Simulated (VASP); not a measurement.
```
Ru
1.0
    2.49209     0.00000     0.00000
    0.00000     2.49209     0.00000
    0.00000     0.00000     2.49209
Ru
1
Cartesian
  0.00000   0.00000   0.00000
```

Level of theory: r2SCAN meta-GGA, VASP's PBE PAW potentials (set 64) (plane waves; VASP). Settings: 480 eV cut-off, 14×14×14 Γ-centred mesh, first-order Methfessel-Paxton smearing of 0.10 eV, potentials Ru_pv.

Stress in GPa, positive for a compressed cell; the cube axes lie along x, y and z, and the ions stay on their sites.

```tsv
strain	σxx	σyy	σzz
none	0.87	0.87	0.87
εxx = -0.5 %	2.44	1.97	1.97
εxx = +1.0 %, εzz = +1.0 %	-3.86	-3.45	-3.86
εyy = +1.0 %	-1.15	-2.07	-1.15
εxx = +1.0 %	-2.07	-1.15	-1.15
εyy = -1.0 %, εzz = -1.0 %	5.15	6.56	6.56
εxx = -1.0 %	4.01	3.17	3.17
```

Q: Fit C11 and C12 to these rows, and predict the stress for εxx = -4.0 %, εyy = -4.0 %, εzz = -4.0 %.

A: Least squares on Δσ_i = −C11 ε_i − C12 (ε_j + ε_k) over all components shown gives C11 = 304 GPa and C12 = 214 GPa, and so σxx, σyy, σzz = 30.19, 30.19, 30.19 GPa. The run gave 40.88, 40.88, 40.88 GPa; the difference holds the non-linear terms and numerical noise.

Left out are shears, moved atoms, failed runs and, from the fit, strains over 2.5 %.

The structure was generated: Ru was put into the simple-cubic type (Pm-3m), which need not be its known phase.
